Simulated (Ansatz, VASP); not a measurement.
# MgS (Niningerite): VASP beside Ansatz, part 2 of 2

Wanted: the spread between two codes on one cell, functional and k mesh. The cell is taken from a series of runs on this material, whose earlier steps may have relaxed, scaled, displaced or heated it; both programs get it as it stands.

VASP 6.6.1 and Ansatz 0.2.0.

So far: Set-up; Ansatz: zone-centre phonons, PBE.

## (3) VASP: zone-centre phonons, PBE

Level of this step: PBE; plane waves and PAW (Mg, S) (VASP).

The same cell, functional and mesh now go to VASP, with its own data sets.

Lines of VASP's logs that name or quote its potential files are left out, and so is its time.

INCAR reads:

```
SYSTEM = MgS
PREC = Accurate
ENCUT = 600
EDIFF = 1E-08
NELM = 120
ISMEAR = 0
SIGMA = 0.01
LREAL = .FALSE.
ALGO = Normal
GGA = PE
NBANDS = 10
LORBIT = 11
LWAVE = .FALSE.
LCHARG = .FALSE.
ISIF = 2
IBRION = 8
LEPSILON = .TRUE.
LASPH = .TRUE.
GGA_COMPAT = .FALSE.
EFERMI = MIDGAP
```

POSCAR reads:

```
MgS
1.0
   -2.6156606334      0.0000000000      2.6156606334
    0.0000000000      2.6156606334      2.6156606334
   -2.6156606334      2.6156606334      0.0000000000
Mg S
1 1
Direct
    0.0000000000      0.0000000000      0.0000000000
    0.5000000000      0.5000000000      0.5000000000
```

KPOINTS reads:

```
Automatic mesh
0
Gamma
8 8 8
0 0 0
```

PAW data sets: Mg and S (PBE family, release 64).

Command:

```sh
> mpirun -np 1 vasp_std
```

Numbers of over 12 decimals in the logs are rounded to 6 here.

Output:

```text
[banner, memory and clock lines left out]
running    1 mpi-ranks, on    1 nodes
 distrk:  each k-point on    1 cores,    1 groups
 distr:  one band on    1 cores,    1 groups

 POSCAR found type information on POSCAR MgS
 POSCAR found :  2 types and       2 ions
 LDA part: xc-table for (Slater+PW92), standard interpolation
 POSCAR, INCAR and KPOINTS ok, starting setup
 FFT: planning ... GRIDC
 FFT: planning ... GRID_SOFT
 FFT: planning ... GRID
 WAVECAR not read
 entering main loop
       N       E                     dE             d eps       ncg     rms          rms(c)
DAV:   1     0.282556874565E+02    0.28256E+02   -0.39725E+03   580   0.747E+02
DAV:   2    -0.712874343733E+01   -0.35384E+02   -0.33758E+02   742   0.108E+02
DAV:   3    -0.890454117191E+01   -0.17758E+01   -0.17715E+01   734   0.281E+01
DAV:   4    -0.891554455639E+01   -0.11003E-01   -0.11003E-01   700   0.250E+00
DAV:   5    -0.891563021720E+01   -0.85661E-04   -0.85660E-04   702   0.218E-01    0.434E+00
DAV:   6    -0.854397342042E+01    0.37166E+00   -0.85079E-01   630   0.388E+00    0.338E+00
DAV:   7    -0.850351460663E+01    0.40459E-01   -0.22355E-01   658   0.218E+00    0.224E+00
DAV:   8    -0.850348508714E+01    0.29519E-04   -0.15086E-02   626   0.817E-01    0.962E-01
DAV:   9    -0.850319939261E+01    0.28569E-03   -0.78216E-04   648   0.176E-01    0.338E-01
DAV:  10    -0.850321829588E+01   -0.18903E-04   -0.23540E-04   660   0.761E-02    0.373E-02
DAV:  11    -0.850321505083E+01    0.32450E-05   -0.22558E-05   648   0.221E-02    0.210E-02
DAV:  12    -0.850321490145E+01    0.14938E-06   -0.72869E-07   688   0.567E-03    0.311E-03
DAV:  13    -0.850321485529E+01    0.46158E-07   -0.15676E-08   686   0.767E-04    0.173E-04
DAV:  14    -0.850321481517E+01    0.40126E-07   -0.39367E-09   342   0.319E-04    0.765E-04
DAV:  15    -0.850321482764E+01   -0.12476E-07   -0.12161E-09   330   0.170E-04    0.997E-05
DAV:  16    -0.850321482874E+01   -0.10928E-08   -0.72452E-11   324   0.625E-05
   1 F= -.85032148E+01 E0= -.85032148E+01  d E =0.000000E+00
 Linear response reoptimize wavefunctions to high precision
DAV:   1    -0.850321482913E+01   -0.39779E-09   -0.52961E-12   344   0.178E-05
DAV:   2    -0.850321482919E+01   -0.53319E-10    0.17285E-12   322   0.647E-06
 Linear response G [H, r] |phi>, progress :
  Direction:   1
       N       E                     dE             d eps       ncg     rms
RMM:   1    -0.370658988631E+02   -0.37066E+02   -0.30660E+01  1414   0.443E+01
RMM:   2    -0.318113986058E+02    0.52545E+01   -0.19048E+00   947   0.930E+00
RMM:   3    -0.318346954525E+02   -0.23297E-01   -0.33463E-02   962   0.128E+00
RMM:   4    -0.318350690219E+02   -0.37357E-03   -0.51726E-04   998   0.174E-01
RMM:   5    -0.318350846133E+02   -0.15591E-04   -0.17808E-05  1016   0.272E-02
RMM:   6    -0.318350851246E+02   -0.51136E-06   -0.24510E-07  1049   0.482E-03
RMM:   7    -0.318350851584E+02   -0.33758E-07    0.33683E-07  1031   0.104E-03
RMM:   8    -0.318350853911E+02   -0.23274E-06   -0.77857E-07   923   0.359E-04
RMM:   9    -0.318350853887E+02    0.24454E-08   -0.14744E-06   798   0.241E-04
RMM:  10    -0.318350853876E+02    0.11039E-08   -0.83861E-06   663   0.222E-04
RMM:  11    -0.318350853894E+02   -0.18483E-08   -0.10026E-05   563   0.224E-04
RMM:  12    -0.318350853951E+02   -0.56532E-08    0.58439E-06   496   0.223E-04
 Linear response G [H, r] |phi>, progress :
  Direction:   2
       N       E                     dE             d eps       ncg     rms
RMM:   1    -0.395381240670E+02   -0.39538E+02   -0.34515E+01  1423   0.452E+01
RMM:   2    -0.316246217510E+02    0.79135E+01   -0.24873E+00   962   0.994E+00
RMM:   3    -0.316325004561E+02   -0.78787E-02   -0.38994E-02   962   0.134E+00
RMM:   4    -0.316327101134E+02   -0.20966E-03   -0.48521E-04  1005   0.173E-01
RMM:   5    -0.316327235507E+02   -0.13437E-04   -0.15420E-05  1012   0.265E-02
RMM:   6    -0.316327239398E+02   -0.38904E-06    0.15340E-06  1048   0.455E-03
RMM:   7    -0.316327240095E+02   -0.69730E-07    0.36381E-06  1031   0.945E-04
RMM:   8    -0.316327238871E+02    0.12242E-06    0.20057E-05   913   0.301E-04
RMM:   9    -0.316327238752E+02    0.11876E-07    0.12941E-05   803   0.194E-04
RMM:  10    -0.316327238375E+02    0.37714E-07    0.15017E-05   679   0.177E-04
RMM:  11    -0.316327237505E+02    0.86955E-07    0.16981E-05   570   0.178E-04
RMM:  12    -0.316327237691E+02   -0.18530E-07    0.10954E-05   516   0.179E-04
 Linear response G [H, r] |phi>, progress :
  Direction:   3
       N       E                     dE             d eps       ncg     rms
RMM:   1    -0.265628850754E+02   -0.26563E+02    0.85953E+01  1306   0.438E+01
RMM:   2    -0.232044971497E+02    0.33584E+01   -0.21901E+00   941   0.883E+00
RMM:   3    -0.232099399804E+02   -0.54428E-02   -0.41933E-02   953   0.129E+00
RMM:   4    -0.232100011564E+02   -0.61176E-04   -0.52576E-04   986   0.168E-01
RMM:   5    -0.232100119323E+02   -0.10776E-04   -0.17827E-05   995   0.259E-02
[...]
RMM:   9    -0.232100123965E+02   -0.66127E-07    0.50064E-06   759   0.147E-04
RMM:  10    -0.232100123958E+02    0.69158E-09    0.68785E-06   615   0.133E-04
RMM:  11    -0.232100123951E+02    0.70076E-09    0.11325E-05   530   0.133E-04
RMM:  12    -0.232100123947E+02    0.39189E-09    0.98075E-06   442   0.133E-04
[...]
RMM:   8    -0.484500168502E+00   -0.16271E-03   -0.16251E-06  2006   0.717E-03    0.131E-03
RMM:   9    -0.484518672946E+00   -0.18504E-04    0.63925E-08  2069   0.186E-03    0.507E-04
RMM:  10    -0.484525483616E+00   -0.68107E-05    0.15118E-07  2050   0.537E-04    0.210E-04
RMM:  11    -0.484525341601E+00    0.14202E-06    0.91996E-08  1753   0.723E-05    0.379E-05
RMM:  12    -0.484525778283E+00   -0.43668E-06   -0.75911E-09  1084   0.341E-05    0.142E-05
RMM:  13    -0.484525570479E+00    0.20780E-06   -0.16584E-08   709   0.358E-05    0.753E-06
 change of polarisation eV/A/(eV/A) component  1 :     0.872    -0.306     0.032
 dielectric tensor                  component  1 :     5.411    -1.548     0.160
 Linear response to external field, progress :
  Direction:   2
       N       E                     dE             d eps       ncg     rms          rms(c)
RMM:   1    -0.480995943448E+00   -0.48100E+00   -0.18025E+00  2626   0.278E+00
RMM:   2    -0.488542471529E+00   -0.75465E-02   -0.69541E-03  1927   0.479E-01    0.146E+00
RMM:   3    -0.450383605418E+00    0.38159E-01   -0.40028E-02  1858   0.938E-01    0.760E-01
RMM:   4    -0.465957824530E+00   -0.15574E-01   -0.18445E-02  1927   0.687E-01    0.252E-01
RMM:   5    -0.483928785040E+00   -0.17971E-01   -0.81796E-04  1892   0.212E-01    0.725E-02
RMM:   6    -0.483762229808E+00    0.16656E-03   -0.63489E-06  2023   0.192E-02    0.609E-02
RMM:   7    -0.484342353699E+00   -0.58012E-03   -0.30863E-05  1930   0.320E-02    0.110E-02
RMM:   8    -0.484501467336E+00   -0.15911E-03   -0.15020E-06  2010   0.684E-03    0.137E-03
RMM:   9    -0.484519736548E+00   -0.18269E-04   -0.11636E-07  2068   0.181E-03    0.477E-04
RMM:  10    -0.484525479702E+00   -0.57432E-05   -0.25746E-07  2047   0.517E-04    0.190E-04
RMM:  11    -0.484525383241E+00    0.96461E-07   -0.32298E-08  1696   0.702E-05    0.326E-05
RMM:  12    -0.484525738515E+00   -0.35527E-06    0.20657E-09  1082   0.358E-05    0.142E-05
RMM:  13    -0.484525548220E+00    0.19030E-06    0.57405E-09   705   0.366E-05    0.710E-06
 change of polarisation eV/A/(eV/A) component  2 :    -0.334     0.872     0.084
 dielectric tensor                  component  2 :    -1.688     5.411     0.424
 Linear response to external field, progress :
  Direction:   3
       N       E                     dE             d eps       ncg     rms          rms(c)
RMM:   1    -0.480665666510E+00   -0.48067E+00   -0.17992E+00  2631   0.279E+00
RMM:   2    -0.488542443052E+00   -0.78768E-02   -0.69440E-03  1923   0.482E-01    0.146E+00
RMM:   3    -0.450371339134E+00    0.38171E-01   -0.40003E-02  1858   0.938E-01    0.760E-01
RMM:   4    -0.465951242302E+00   -0.15580E-01   -0.18403E-02  1932   0.687E-01    0.253E-01
RMM:   5    -0.483949182812E+00   -0.17998E-01   -0.81756E-04  1894   0.212E-01    0.733E-02
RMM:   6    -0.483785022878E+00    0.16416E-03   -0.62394E-06  2021   0.192E-02    0.623E-02
RMM:   7    -0.484332715872E+00   -0.54769E-03   -0.32784E-05  1927   0.328E-02    0.126E-02
RMM:   8    -0.484498178349E+00   -0.16546E-03   -0.17405E-06  2006   0.738E-03    0.120E-03
RMM:   9    -0.484518223183E+00   -0.20045E-04   -0.27124E-08  2070   0.194E-03    0.533E-04
RMM:  10    -0.484525435749E+00   -0.72126E-05    0.27601E-07  2041   0.564E-04    0.227E-04
RMM:  11    -0.484525316173E+00    0.11958E-06    0.84038E-08  1814   0.781E-05    0.388E-05
RMM:  12    -0.484525801881E+00   -0.48571E-06    0.19410E-08  1114   0.332E-05    0.151E-05
RMM:  13    -0.484525561448E+00    0.24043E-06   -0.59684E-09   720   0.370E-05    0.777E-06
 change of polarisation eV/A/(eV/A) component  3 :    -0.210     0.048     0.872
 dielectric tensor                  component  3 :    -1.062     0.243     5.411
 Linear response DOF=           2
 Linear response progress:
  Degree of freedom:   1/  2
       N       E                     dE             d eps       ncg     rms          rms(c)
RMM:   1    -0.192262665063E-02   -0.19226E-02   -0.20250E-03  2166   0.381E-01
RMM:   2    -0.173777560120E-02    0.18485E-03   -0.18792E-04  1837   0.905E-02    0.491E-02
RMM:   3    -0.170393804474E-02    0.33838E-04   -0.31048E-05  1885   0.297E-02    0.283E-02
RMM:   4    -0.170467739548E-02   -0.73935E-06   -0.15219E-05  1868   0.224E-02    0.819E-03
RMM:   5    -0.170106419900E-02    0.36132E-05   -0.15223E-06  1873   0.831E-03    0.122E-03
RMM:   6    -0.170009639132E-02    0.96781E-06   -0.62735E-08  1964   0.185E-03    0.562E-04
RMM:   7    -0.169792909773E-02    0.21673E-05   -0.21196E-08  1876   0.112E-03    0.122E-04
RMM:   8    -0.169801056486E-02   -0.81467E-07   -0.83790E-10  2009   0.154E-04    0.367E-05
RMM:   9    -0.169807747116E-02   -0.66906E-07   -0.51139E-11  2018   0.473E-05    0.400E-06
RMM:  10    -0.169807898152E-02   -0.15104E-08   -0.14540E-11  2117   0.778E-06    0.157E-06
 first order change of Fermi-energy   0.15046E-04
 force on displaced ion       1 direction 1 :  -2.531   0.000   0.000
 Born effective charge ion    1 direction 1 :   2.338   0.000   0.000
 Linear response progress:
  Degree of freedom:   2/  2
       N       E                     dE             d eps       ncg     rms          rms(c)
RMM:   1    -0.105126828586E+00   -0.10513E+00    0.37829E-02  2550   0.216E+00
RMM:   2    -0.105429757345E+00   -0.30293E-03   -0.10501E-03  1843   0.227E-01    0.104E-01
RMM:   3    -0.106120234411E+00   -0.69048E-03   -0.15539E-04  1762   0.679E-02    0.520E-02
RMM:   4    -0.106906389603E+00   -0.78616E-03   -0.10926E-04  1811   0.540E-02    0.166E-02
RMM:   5    -0.106983946347E+00   -0.77557E-04   -0.75495E-06  1888   0.200E-02    0.966E-03
RMM:   6    -0.106984839706E+00   -0.89336E-06   -0.46191E-08  1981   0.178E-03    0.854E-03
RMM:   8    -0.106993831521E+00    0.62110E-05   -0.15531E-08  1921   0.709E-04    0.233E-04
RMM:   9    -0.106992134302E+00    0.16972E-05   -0.18586E-09  1950   0.231E-04    0.661E-05
RMM:  10    -0.106992170094E+00   -0.35792E-07   -0.77026E-09  2094   0.566E-05    0.481E-05
RMM:  11    -0.106992154091E+00    0.16003E-07   -0.10663E-08  2101   0.165E-05    0.917E-06
RMM:  12    -0.106992205046E+00   -0.50955E-07   -0.32873E-08  2048   0.147E-05    0.131E-06
RMM:  13    -0.106992210310E+00   -0.52634E-08    0.27188E-08  1838   0.117E-05    0.357E-07
 first order change of Fermi-energy  -0.63843E-03
 force on displaced ion       2 direction 1 :  -2.529   0.000   0.000
 Born effective charge ion    2 direction 1 :  -2.347   0.000   0.000
 Born effective charges drift removed
 Linear response finished
```

OUTCAR, selected parts (step 3):

```text
ion  position               nearest neighbor table
   1  0.000  0.000  0.000-   2 2.62   2 2.62   2 2.62   2 2.62   2 2.62   2 2.62
   2  0.500  0.500  0.500-   1 2.62   1 2.62   1 2.62   1 2.62   1 2.62   1 2.62

  LATTYP: Found a face centered cubic cell.
 ALAT       =     5.2313212668

 Subroutine GETGRP returns: Found 48 space group operations
 (whereof 48 operations were pure point group operations)

The static configuration has the point symmetry O_h .

 Found     29 irreducible k-points:

   k-points           NKPTS =     29   k-points in BZ     NKDIM =     29   number of bands    NBANDS=     10

   dimension x,y,z NGX =    30 NGY =   30 NGZ =   30
   dimension x,y,z NGXF=    60 NGYF=   60 NGZF=   60

   ENCUT  =  600.0 eV  44.10 Ry    6.64 a.u.   7.39  7.39  7.39*2*pi/ulx,y,z

   NELECT =       8.0000    total number of electrons

 k-points in reciprocal lattice and weights: Automatic mesh
   0.00000000  0.00000000  0.00000000       0.002
   0.12500000  0.00000000  0.00000000       0.016
   0.25000000  0.00000000  0.00000000       0.016
   0.37500000  0.00000000  0.00000000       0.016
   0.50000000  0.00000000  0.00000000       0.008
   0.12500000  0.12500000  0.00000000       0.012
   0.25000000  0.12500000  0.00000000       0.047
   0.37500000  0.12500000  0.00000000       0.047
   0.50000000  0.12500000  0.00000000       0.047
[...]
-0.37500000  0.50000000  0.12500000       0.023
  -0.25000000  0.50000000  0.25000000       0.012

 average (electrostatic) potential at core
       1 -37.0744       2 -86.2605

  Total       -0.0745336     -0.0745336     -0.0745336      0.0000000      0.0000000      0.0000000
  in kB       -3.3364797     -3.3364797     -3.3364797      0.0000000      0.0000000      0.0000000
  external PRESSURE =      -3.3364797 kB  Pullay stress =       0.0000000 kB

  energy-cutoff  :      600.00
  volume of cell :       35.79
      direct lattice vectors                 reciprocal lattice vectors
    -2.615660633  0.000000000  2.615660633    -0.191156297 -0.191156297  0.191156297
     0.000000000  2.615660633  2.615660633     0.191156297  0.191156297  0.191156297
    -2.615660633  2.615660633  0.000000000    -0.191156297  0.191156297 -0.191156297

 POSITION                                       TOTAL-FORCE (eV/Angst)
 -----------------------------------------------------------------------------------
      0.00000      0.00000      0.00000        -0.000000     -0.000000      0.000000
     -2.61566      2.61566      2.61566         0.000000      0.000000     -0.000000
 -----------------------------------------------------------------------------------
    total drift:                                0.000000     -0.000000      0.000000

 MACROSCOPIC STATIC DIELECTRIC TENSOR (including local field effects in DFT)
 ------------------------------------------------------
           5.410917    -0.000000    -0.000000
           0.000000     5.410917    -0.000000
           0.000000    -0.000000     5.410917
 ------------------------------------------------------

 PIEZOELECTRIC TENSOR (including local field effects)  for field in x, y, z        (C/m^2)
          XX          YY          ZZ          XY          YZ          ZX
  --------------------------------------------------------------------------------
  x     0.00000     0.00000     0.00000     0.00000     0.00000     0.00000
  y     0.00000     0.00000     0.00000     0.00000     0.00000     0.00000
  z     0.00000     0.00000     0.00000     0.00000     0.00000     0.00000

 BORN EFFECTIVE CHARGES (including local field effects) (in |e|, cummulative output)
 ---------------------------------------------------------------------------------
 ion    1
    1     2.34270    -0.00000     0.00000
    2    -0.00000     2.34270    -0.00000
    3    -0.00000    -0.00000     2.34270
 ion    2
    1    -2.34270     0.00000    -0.00000
    2     0.00000    -2.34270     0.00000
    3     0.00000     0.00000    -2.34270

 Eigenvectors and eigenvalues of the dynamical matrix
 ----------------------------------------------------

   1 f  =    6.688228 THz    42.023373 2PiTHz  223.095256 cm-1    27.660274 meV
             X         Y         Z           dx          dy          dz
      0.000000  0.000000  0.000000     0.000000    0.754363    0.000000
     -2.615661  2.615661  2.615661     0.000000   -0.656458    0.000000

   2 f  =    6.688228 THz    42.023373 2PiTHz  223.095256 cm-1    27.660274 meV
             X         Y         Z           dx          dy          dz
      0.000000  0.000000  0.000000     0.754363    0.000000    0.000000
     -2.615661  2.615661  2.615661    -0.656458    0.000000    0.000000

   3 f  =    6.688228 THz    42.023373 2PiTHz  223.095256 cm-1    27.660274 meV
             X         Y         Z           dx          dy          dz
      0.000000  0.000000  0.000000     0.000000    0.000000    0.754363
     -2.615661  2.615661  2.615661     0.000000    0.000000   -0.656458

   4 f/i=    0.001515 THz     0.009519 2PiTHz    0.050537 cm-1     0.006266 meV
             X         Y         Z           dx          dy          dz
      0.000000  0.000000  0.000000    -0.656458    0.000000    0.000000
     -2.615661  2.615661  2.615661    -0.754363    0.000000    0.000000

   5 f/i=    0.001515 THz     0.009519 2PiTHz    0.050537 cm-1     0.006266 meV
             X         Y         Z           dx          dy          dz
      0.000000  0.000000  0.000000     0.000000   -0.656458    0.000000
     -2.615661  2.615661  2.615661     0.000000   -0.754363    0.000000

   6 f/i=    0.001515 THz     0.009519 2PiTHz    0.050537 cm-1     0.006266 meV
             X         Y         Z           dx          dy          dz
      0.000000  0.000000  0.000000     0.000000    0.000000   -0.656458
     -2.615661  2.615661  2.615661     0.000000    0.000000   -0.754363

 MACROSCOPIC STATIC DIELECTRIC TENSOR IONIC CONTRIBUTION
 ------------------------------------------------------
          10.966011    -0.000000    -0.000000
          -0.000000    10.966011     0.000000
          -0.000000     0.000000    10.966011
 ------------------------------------------------------

 ELASTIC MODULI CONTR FROM IONIC RELAXATION (kBar)
 Direction    XX          YY          ZZ          XY          YZ          ZX
 --------------------------------------------------------------------------------
 XX           0.0000      0.0000      0.0000      0.0000      0.0000      0.0000
 YY           0.0000      0.0000      0.0000      0.0000      0.0000      0.0000
 ZZ           0.0000      0.0000      0.0000      0.0000      0.0000      0.0000
 XY           0.0000      0.0000      0.0000      0.0000      0.0000      0.0000
 YZ           0.0000      0.0000      0.0000      0.0000      0.0000      0.0000
 ZX           0.0000      0.0000      0.0000      0.0000      0.0000      0.0000
 --------------------------------------------------------------------------------

 PIEZOELECTRIC TENSOR IONIC CONTR  for field in x, y, z        (C/m^2)
          XX          YY          ZZ          XY          YZ          ZX
  --------------------------------------------------------------------------------
  x     0.00000     0.00000     0.00000     0.00000     0.00000     0.00000
  y     0.00000     0.00000     0.00000     0.00000     0.00000     0.00000
  z     0.00000     0.00000     0.00000     0.00000     0.00000     0.00000
```

## (4) Differences

Known differences besides the potentials themselves: fixed occupations in Ansatz, narrow Gaussian smearing in VASP; VASP's response is taken on the typed mesh, Ansatz refines its own for the field response alone; the data sets hold 16 valence electrons in Ansatz (on norm-conserving files, of PseudoDojo where its log says so) and 8 in VASP; the cutoff is 1142.88 eV in Ansatz and 600 eV in VASP. Total energies have different zeros and are not compared.

Compared:

```
                                     quantity  Ansatz   VASP  difference
                                        ε∞ xx    5.43   5.41     +0.37 %
                                        ε∞ yy    5.43   5.41     +0.37 %
                                        ε∞ zz    5.43   5.41     +0.37 %
Born charge of Mg1 (mean of the diagonal) (e)    2.35   2.34       +0.01
 Born charge of S2 (mean of the diagonal) (e)   -2.35  -2.34       -0.01
                   optical mode 1 to 3 (cm⁻¹)   224.1  223.1     +0.44 %
```

Modes are paired by rising frequency, not by their patterns, so a pair may set unlike modes beside each other; they are those without the splitting of longitudinal modes.

## (5) Outcome

| Property | Result |
| --- | --- |
| r.m.s. difference of the optical zone-centre modes, each program's sorted by frequency (zone-centre phonons, PBE) | 0.97 cm⁻¹ |

**Reading.** The r.m.s. difference of the optical zone-centre modes, each program's sorted by frequency is 0.97 cm⁻¹ (zone-centre phonons, PBE). The data sets hold unlike numbers of valence electrons (16 in Ansatz and 8 in VASP), so part of the differences comes from the potentials. How closely two codes agree says nothing of how well the functional describes the real material.

[Lines on the potential files, build, host, timing and source positions are cut from VASP's logs without a mark.]

[Logs are printed without paths, hosts, clocks, repeated set-up lines and the standing remarks that a program may print on its own settings, such as how far it seeks lower states.]

[Hosts, paths, dates, database ids (printed as entryN), source tags and the programs' standing remarks are cut or masked in the printed files.]
